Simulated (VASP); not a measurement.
# NaY (Pm-3m) in VASP: reference runs

Aim: a first look at NaY with PBE, on the cell as given.

All numbers are computed with VASP 6.6.1; they aren't measurements. Logs are shortened: lines on timing, memory, paths and dates and some standing lists are left out, and cuts for length are marked.

## 1. Starting point

Symmetry: Pm-3m, No. 221, cubic system. The conventional cell has a = 4.012 Å, b = 4.012 Å, c = 4.012 Å, α = 90.00°, β = 90.00°, γ = 90.00°. Na (site symmetry m-3m) has 8 Y at 3.47 Å as nearest neighbours. Y (site symmetry m-3m) is surrounded by 8 Na at 3.47 Å.

The cell was built by a generator and needn't be a form met in nature.

## 2. Single point, PBE

INCAR reads:

```
SYSTEM = NaY
PREC = Accurate
ENCUT = 520
EDIFF = 1E-7
ISMEAR = -1
SIGMA = 0.05
LREAL = .False.
LASPH = .True.
NELM = 60
ALGO = Normal
ISIF = 2
LWAVE = .False.
LCHARG = .True.
GGA = PE
LELF = .True.
LVHAR = .True.
NBANDS = 16
```

KPOINTS reads:

```
regular mesh
0
Gamma
  7 7 7
  0 0 0
```

POSCAR reads:

```
NaY
1.0
    4.0118800000      0.0000000000      0.0000000000
    0.0000000000      4.0118800000      0.0000000000
    0.0000000000      0.0000000000      4.0118800000
Na Y
1 1
Direct
    0.0000000000      0.0000000000      0.0000000000
    0.5000000000      0.5000000000      0.5000000000
```

Potentials or basis: VASP PAW PBE potentials, release 64 (Na_pv, Y_sv).

Launch:

```bash
$ cat potpaw_PBE.64/Na_pv/POTCAR potpaw_PBE.64/Y_sv/POTCAR > POTCAR
$ mpirun -np 1 vasp_std > vasp.out
```

OUTCAR:

```text
SYSTEM = NaY
   PREC = Accurate
   ENCUT = 520
   EDIFF = 1E-7
   ISMEAR = -1
   LREAL = .False.
   LASPH = .True.
   NELM = 60
   ISIF = 2
   GGA = PE

 ion  position               nearest neighbor table
   1  0.000  0.000  0.000-   2 3.47   2 3.47   2 3.47   2 3.47   2 3.47   2 3.47   2 3.47   2 3.47

   2  0.500  0.500  0.500-   1 3.47   1 3.47   1 3.47   1 3.47   1 3.47   1 3.47   1 3.47   1 3.47

  LATTYP: Found a simple cubic cell.
 ALAT       =     4.0118800000

  Lattice vectors:

 A1 = (   4.0118800000,   0.0000000000,   0.0000000000)
 A2 = (   0.0000000000,   4.0118800000,   0.0000000000)
 A3 = (   0.0000000000,   0.0000000000,   4.0118800000)

Analysis of symmetry for initial positions (statically):
=====================================================================
 Subroutine PRICEL returns:
 Original cell was already a primitive cell.

 Routine SETGRP: Setting up the symmetry group for a
 simple cubic supercell.

 Subroutine GETGRP returns: Found 48 space group operations
 (whereof 48 operations were pure point group operations)
 out of a pool of 48 trial point group operations.

The static configuration has the point symmetry O_h .

Analysis of symmetry for dynamics (positions and initial velocities):
=====================================================================
 Subroutine PRICEL returns:
 Original cell was already a primitive cell.

 Routine SETGRP: Setting up the symmetry group for a
 simple cubic supercell.

 Subroutine GETGRP returns: Found 48 space group operations
 (whereof 48 operations were pure point group operations)
 out of a pool of 48 trial point group operations.

The dynamic configuration has the point symmetry O_h .

 Subroutine INISYM returns: Found 48 space group operations
 (whereof 48 operations are pure point group operations),
 and found     1 'primitive' translations

----------------------------------------------------------------------------------------

                                     Primitive cell

  volume of cell :      64.5719

  direct lattice vectors                    reciprocal lattice vectors
     4.011880000  0.000000000  0.000000000     0.249259699  0.000000000  0.000000000
     0.000000000  4.011880000  0.000000000     0.000000000  0.249259699  0.000000000
     0.000000000  0.000000000  4.011880000     0.000000000  0.000000000  0.249259699

  length of vectors
     4.011880000  4.011880000  4.011880000     0.249259699  0.249259699  0.249259699

  position of ions in fractional coordinates (direct lattice)
     0.000000000  0.000000000  0.000000000
     0.500000000  0.500000000  0.500000000

  ion indices of the primitive-cell ions
   primitive index   ion index
                 1           1
                 2           2

----------------------------------------------------------------------------------------

 KPOINTS: regular mesh

Automatic generation of k-mesh.
 Grid dimensions read from file:
 generate k-points for:    7    7    7

 Generating k-lattice:

  Cartesian coordinates                     Fractional coordinates (reciprocal lattice)
     0.035608528  0.000000000  0.000000000     0.142857143  0.000000000  0.000000000
     0.000000000  0.035608528  0.000000000     0.000000000  0.142857143  0.000000000
     0.000000000  0.000000000  0.035608528     0.000000000  0.000000000  0.142857143

  Length of vectors
     0.035608528  0.035608528  0.035608528

  Shift w.r.t. Gamma in fractional coordinates (k-lattice)
     0.000000000  0.000000000  0.000000000

 Subroutine IBZKPT returns following result:
 ===========================================

 Found     20 irreducible k-points:

 Following reciprocal coordinates:
            Coordinates               Weight
  0.000000  0.000000  0.000000      1.000000
  0.142857  0.000000  0.000000      6.000000
  0.285714  0.000000  0.000000      6.000000
  0.428571  0.000000  0.000000      6.000000
  0.142857  0.142857  0.000000     12.000000
  0.285714  0.142857  0.000000     24.000000
[... 12 lines left out ...]
  0.428571  0.428571  0.285714     24.000000
  0.428571  0.428571  0.428571      8.000000
   k-points           NKPTS =     20   k-points in BZ     NKDIM =     20   number of bands    NBANDS=     16
   number of dos      NEDOS =    301   number of ions     NIONS =      2
   total plane-waves  NPLWV =  27000
   dimension x,y,z NGX =    30 NGY =   30 NGZ =   30
   dimension x,y,z NGXF=    60 NGYF=   60 NGZF=   60
   ions per type =               1   1
   NGX,Y,Z   is equivalent  to a cutoff of  12.43, 12.43, 12.43 a.u.
   NGXF,Y,Z  is equivalent  to a cutoff of  24.86, 24.86, 24.86 a.u.
 SYSTEM =  NaY
   PREC   = accura    normal or accurate (medium, high low for compatibility)
   ISTART =      0    job   : 0-new  1-cont  2-samecut
   ICHARG =      2    charge: 1-file 2-atom 10-const
   ISPIN  =      1    spin polarized calculation?
   LNONCOLLINEAR =      F non collinear calculations
   LSORBIT =      F    spin-orbit coupling
   LASPH  =      T    aspherical Exc in radial PAW
   ENCUT  =  520.0 eV  38.22 Ry    6.18 a.u.   7.46  7.46  7.46*2*pi/ulx,y,z
   NELM   =     60;   NELMIN=  2; NELMDL= -5     # of ELM steps
   EDIFF  = 0.1E-06   stopping-criterion for ELM
   LREAL  =      F    real-space projection
   EDIFFG = 0.1E-05   stopping-criterion for IOM
   NSW    =      0    number of steps for IOM
   IBRION =     -1    ionic relax: 0-MD 1-quasi-New 2-CG
   NFREE  =      0    steps in history (QN), initial steepest desc. (CG)
   ISIF   =      2    stress and relaxation
   ISYM   =      2    0-nonsym 1-usesym 2-fastsym
   POTIM  = 0.5000    time-step for ionic-motion
   TEBEG  =    0.0;   TEEND  =   0.0 temperature during run
   PSTRESS=    0.0 pullay stress
   NELECT =      18.0000    total number of electrons
   NUPDOWN=      -1.0000    fix difference up-down
   EMIN   =  10.00;   EMAX   =-10.00  energy-range for DOS
   EFERMI =   0.00;   METHOD = LEGACY
   ISMEAR =    -1;   SIGMA  =   0.05  broadening in eV -4-tet -1-fermi 0-gaus
   EFERMI_NEDOS =   21; number of points for ismear=-14 and -15
   IALGO  =     38    algorithm
   IMIX   =      4    mixing-type and parameters
     AMIX     =   0.40;   BMIX     =  1.00
     AMIX_MAG =   1.60;   BMIX_MAG =  1.00
  volume/ion in A,a.u.               =      32.29       217.88
  Fermi-wavevector in a.u.,A,eV,Ry     =   1.069427  2.020924 15.560625  1.143674
  Thomas-Fermi vector in A             =   2.205106
   LORBIT       =      0    0 simple, 1 ext, 2 COOP (PROOUT), +10 PAW based schemes
   GGA     = PE    functional components
   LHFCALC =     F    Hartree Fock is set to
   AEXX    =    0.0000 exact exchange contribution
   IVDW    =     0    specifies the selected vdW correction
   LEPSILON=     F    determine dielectric tensor
   LRPA    =     F    only Hartree local field effects (RPA)
 non-spin polarized calculation
  energy-cutoff  :      520.00
  volume of cell :       64.57
 maximum number of plane-waves:      1763
 NGX is ok and might be reduce to    30
   NGX = 15   NGY = 15   NGZ = 15

 number of electron      17.9999978 magnetization

 Free energy of the ion-electron system (eV)
  ---------------------------------------------------
  ext. energy  EPLUGINS =         0.00000000
  ---------------------------------------------------
  free energy    TOTEN  =        -6.90317362 eV

  energy without entropy =       -6.87569929  energy(sigma->0) =       -6.88943645

 E-fermi :   1.8766     XC(G=0):  -8.3249

 val. band max:        1.8346517467   @ k =   0.1429   0.1429   0.0000
 cond. band min:       1.8790261883   @ k =   0.4286   0.4286   0.2857
 fundamental gap:      0.0443744415
 Fermi energy:         1.8766070972

 k-point     1 :       0.0000    0.0000    0.0000
  band No.  band energies     occupation
      1     -41.7277      2.00000
      2     -21.8063      2.00000
      3     -21.8063      2.00000
      4     -21.8063      2.00000
      5     -21.5963      2.00000
      6     -21.5963      2.00000
[... 8 lines left out ...]
     15       7.3186      0.00000
     16       7.3186      0.00000

 k-point     2 :       0.1429    0.0000    0.0000
  band No.  band energies     occupation
      1     -41.7268      2.00000
      2     -21.8060      2.00000
      3     -21.8021      2.00000
      4     -21.8021      2.00000
      5     -21.6166      2.00000
      6     -21.5990      2.00000
[... 8 lines left out ...]
     15       7.7758      0.00000
     16       7.7758      0.00000

 k-point     3 :       0.2857    0.0000    0.0000
  band No.  band energies     occupation
      1     -41.7249      2.00000
      2     -21.8034      2.00000
      3     -21.7923      2.00000
      4     -21.7923      2.00000
      5     -21.6641      2.00000
      6     -21.6054      2.00000
[... 8 lines left out ...]
     15       8.6498      0.00000
     16       8.6498      0.00000

 k-point     4 :       0.4286    0.0000    0.0000
  band No.  band energies     occupation
      1     -41.7233      2.00000
      2     -21.7966      2.00000
      3     -21.7840      2.00000
      4     -21.7840      2.00000
      5     -21.7065      2.00000
      6     -21.6111      2.00000
[... 8 lines left out ...]
     15       8.1262      0.00000
     16       9.3512      0.00000

 k-point     5 :       0.1429    0.1429    0.0000
  band No.  band energies     occupation
      1     -41.7260      2.00000
      2     -21.8133      2.00000
      3     -21.7986      2.00000
      4     -21.7935      2.00000
      5     -21.6284      2.00000
      6     -21.6069      2.00000
[... 8 lines left out ...]
     15       7.0005      0.00000
     16       8.2403      0.00000

 k-point     6 :       0.2857    0.1429    0.0000
  band No.  band energies     occupation
      1     -41.7240      2.00000
      2     -21.8167      2.00000
      3     -21.7904      2.00000
      4     -21.7877      2.00000
      5     -21.6640      2.00000
      6     -21.6143      2.00000
[... 8 lines left out ...]
     15       7.6743      0.00000
     16       9.1722      0.00000

 k-point     7 :       0.4286    0.1429    0.0000
  band No.  band energies     occupation
      1     -41.7225      2.00000
      2     -21.8104      2.00000
      3     -21.7954      2.00000
      4     -21.7835      2.00000
      5     -21.6901      2.00000
      6     -21.6189      2.00000
[... 8 lines left out ...]
     15       8.2700      0.00000
     16       8.5430      0.00000

 k-point     8 :       0.2857    0.2857    0.0000
  band No.  band energies     occupation
      1     -41.7221      2.00000
      2     -21.8315      2.00000
      3     -21.7979      2.00000
      4     -21.7861      2.00000
      5     -21.6641      2.00000
      6     -21.6279      2.00000
[... 8 lines left out ...]
     15       6.7724      0.00000
     16       9.2982      0.00000

 k-point     9 :       0.4286    0.2857    0.0000
  band No.  band energies     occupation
      1     -41.7205      2.00000
      2     -21.8346      2.00000
      3     -21.8200      2.00000
      4     -21.7826      2.00000
      5     -21.6641      2.00000
      6     -21.6334      2.00000
[... 8 lines left out ...]
     15       6.9738      0.00000
     16       9.0237      0.00000
[... 96 lines left out ...]
 k-point    15 :       0.4286    0.2857    0.1429
  band No.  band energies     occupation
      1     -41.7197      2.00000
      2     -21.8295      2.00000
      3     -21.8193      2.00000
      4     -21.7859      2.00000
      5     -21.6638      2.00000
      6     -21.6410      2.00000
[... 8 lines left out ...]
     15       7.3982      0.00000
     16       9.1333      0.00000

 k-point    16 :       0.4286    0.4286    0.1429
  band No.  band energies     occupation
      1     -41.7181      2.00000
      2     -21.8401      2.00000
      3     -21.8365      2.00000
      4     -21.7841      2.00000
      5     -21.6541      2.00000
      6     -21.6488      2.00000
[... 8 lines left out ...]
     15       6.4750      0.00000
     16       8.6963      0.00000

 k-point    17 :       0.2857    0.2857    0.2857
  band No.  band energies     occupation
      1     -41.7193      2.00000
      2     -21.8105      2.00000
      3     -21.8075      2.00000
      4     -21.8075      2.00000
      5     -21.6465      2.00000
      6     -21.6465      2.00000
[... 8 lines left out ...]
     15       7.2628      0.00000
     16       7.8922      0.00000

 k-point    18 :       0.4286    0.2857    0.2857
  band No.  band energies     occupation
      1     -41.7178      2.00000
      2     -21.8205      2.00000
      3     -21.8183      2.00000
      4     -21.7914      2.00000
      5     -21.6642      2.00000
      6     -21.6596      2.00000
[... 8 lines left out ...]
     15       7.8751      0.00000
     16       8.2190      0.00000

 k-point    19 :       0.4286    0.4286    0.2857
  band No.  band energies     occupation
      1     -41.7162      2.00000
      2     -21.8206      2.00000
      3     -21.8184      2.00000
      4     -21.7897      2.00000
      5     -21.6709      2.00000
      6     -21.6666      2.00000
[... 8 lines left out ...]
     15       6.6780      0.00000
     16       7.7324      0.00000

 k-point    20 :       0.4286    0.4286    0.4286
  band No.  band energies     occupation
      1     -41.7147      2.00000
      2     -21.8051      2.00000
      3     -21.7961      2.00000
      4     -21.7961      2.00000
      5     -21.6858      2.00000
      6     -21.6858      2.00000
[... 8 lines left out ...]
     15       6.1677      0.00000
     16       6.9599      0.00000

------------------------ aborting loop because EDIFF is reached ----------------------------------------

  FORCE on cell =-STRESS in cart. coord.  units (eV):
  Direction    XX          YY          ZZ          XY          YZ          ZX
  --------------------------------------------------------------------------------------
  -------------------------------------------------------------------------------------
  Total        0.0037008      0.0037008      0.0037008     -0.0000000      0.0000000      0.0000000
  in kB        0.0918257      0.0918257      0.0918257     -0.0000000      0.0000000      0.0000000
  external PRESSURE =       0.0918257 kB  Pullay stress =       0.0000000 kB

 VOLUME and BASIS-vectors are now :
 -----------------------------------------------------------------------------
  energy-cutoff  :      520.00
  volume of cell :       64.57
      direct lattice vectors                 reciprocal lattice vectors
     4.011880000  0.000000000  0.000000000     0.249259699  0.000000000  0.000000000
     0.000000000  4.011880000  0.000000000     0.000000000  0.249259699  0.000000000
     0.000000000  0.000000000  4.011880000     0.000000000  0.000000000  0.249259699

 POSITION                                       TOTAL-FORCE (eV/Angst)
 -----------------------------------------------------------------------------------
      0.00000      0.00000      0.00000         0.000000      0.000000      0.000000
      2.00594      2.00594      2.00594         0.000000      0.000000      0.000000
 -----------------------------------------------------------------------------------
    total drift:                                0.000000      0.000000      0.000000

  FREE ENERGIE OF THE ION-ELECTRON SYSTEM (eV)
  ---------------------------------------------------
  free  energy   TOTEN  =        -6.9031736177 eV

  energy  without entropy=       -6.8756992879  energy(sigma->0) =       -6.88943645
```

It took 10 s on 1 thread of Intel Xeon 6975P-C (Granite Rapids), shared host; peak memory 0.18 GiB.

What came out:

| Quantity | Value |
| --- | --- |
| Free energy | -6.9032 eV |
| Pressure | 0.0 GPa |
| Band gap on the k mesh | none (metal or under the smearing width) |
